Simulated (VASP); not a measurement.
Output of a VASP run:

**OSZICAR**
```
       N       E                     dE             d eps       ncg     rms          rms(c)
DAV:   1     0.117599839550E+03    0.11760E+03   -0.93083E+03  2024   0.133E+03
DAV:   2    -0.124696944469E+02   -0.13007E+03   -0.12510E+03  2200   0.359E+02
DAV:   3    -0.148570937339E+02   -0.23874E+01   -0.23052E+01  2396   0.495E+01
DAV:   4    -0.148828419853E+02   -0.25748E-01   -0.25729E-01  2288   0.505E+00
DAV:   5    -0.148835010795E+02   -0.65909E-03   -0.65905E-03  2484   0.716E-01    0.136E+01
DAV:   6    -0.142745159218E+02    0.60899E+00   -0.35017E+00  2144   0.218E+01    0.255E+00
DAV:   7    -0.142132885525E+02    0.61227E-01   -0.23680E-01  2140   0.591E+00    0.234E+00
DAV:   8    -0.141977289278E+02    0.15560E-01   -0.15395E-02  2228   0.124E+00    0.206E-01
DAV:   9    -0.141976383868E+02    0.90541E-04   -0.22027E-04  2432   0.136E-01    0.137E-01
DAV:  10    -0.141976372134E+02    0.11733E-05   -0.24573E-05  2460   0.658E-02    0.126E-02
DAV:  11    -0.141976357877E+02    0.14257E-05   -0.17276E-06  2412   0.176E-02    0.594E-03
DAV:  12    -0.141976353107E+02    0.47697E-06   -0.51853E-08  1308   0.240E-03    0.201E-04
DAV:  13    -0.141976353293E+02   -0.18590E-07   -0.72283E-09  1104   0.891E-04
   1 F= -.15068682E+02 E0= -.15068564E+02  d E =-.352626E-03
```

OUTCAR:
```
------------------------ aborting loop because EDIFF is reached ----------------------------------------
 Edisp (eV)   -0.87105
  FORCE on cell =-STRESS in cart. coord.  units (eV):
  Direction    XX          YY          ZZ          XY          YZ          ZX
  --------------------------------------------------------------------------------------
  Total       1.10038     1.10038     1.10038    -0.00000     0.00000    -0.00000
  in kB      69.17639    69.17639    69.17639    -0.00000     0.00000    -0.00000
  external pressure =       69.18 kB  Pullay stress =        0.00 kB
  volume of cell :       25.49
      direct lattice vectors                 reciprocal lattice vectors
     2.942825591  0.000000000  0.000000000     0.339809468  0.000000000  0.000000000
     0.000000000  2.942825591  0.000000000     0.000000000  0.339809468  0.000000000
     0.000000000  0.000000000  2.942825591     0.000000000  0.000000000  0.339809468
 POSITION                                       TOTAL-FORCE (eV/Angst)
 -----------------------------------------------------------------------------------
      1.47141      1.47141      1.47141         0.000000      0.000000      0.000000
      0.00000      0.00000      0.00000         0.000000      0.000000      0.000000
 -----------------------------------------------------------------------------------
    total drift:                               -0.000000      0.000000      0.000000
  FREE ENERGIE OF THE ION-ELECTRON SYSTEM (eV)
  ---------------------------------------------------
  free  energy   TOTEN  =       -15.0686817544 eV

  energy  without entropy=      -15.0683291283  energy(sigma->0) =      -15.06856421
```
(Selected blocks of OUTCAR.)

### POSCAR
```
RuAl
1
    2.9428255912     0.0000000000     0.0000000000
    0.0000000000     2.9428255912     0.0000000000
    0.0000000000     0.0000000000     2.9428255912
Al Ru
1 1
Direct
  0.5000000000   0.5000000000   0.5000000000
  0.0000000000   0.0000000000   0.0000000000
```

Task: Reconstruct the remaining input files.

Result: One answer among several that fit: the input of the run itself, PBE GGA with D3 dispersion (zero damping), plane waves, VASP's PBE PAW potentials (set 64).

File KPOINTS:
```
Automatic
0
gamma
  12 12 12
0 0 0
```

**INCAR**
```
SYSTEM = RuAl
PREC = Accurate
ENCUT = 520
EDIFF = 1E-7
NELM = 100
ALGO = Normal
LREAL = .FALSE.
LASPH = .TRUE.
ISMEAR = 1
SIGMA = 0.1
GGA = PE
IVDW = 11
LMAXMIX = 4
LWAVE = .FALSE.
LCHARG = .FALSE.
ISIF = 2
```

POTCAR, in this order: Al Ru_pv (PBE.64 set). Program: vasp_std.

The compound is RuAl in the CsCl type structure. This cell is one point of a volume scan, at 0.97 of the reference volume. The electron count is odd and the run is not spin-polarised, which forces a metal.
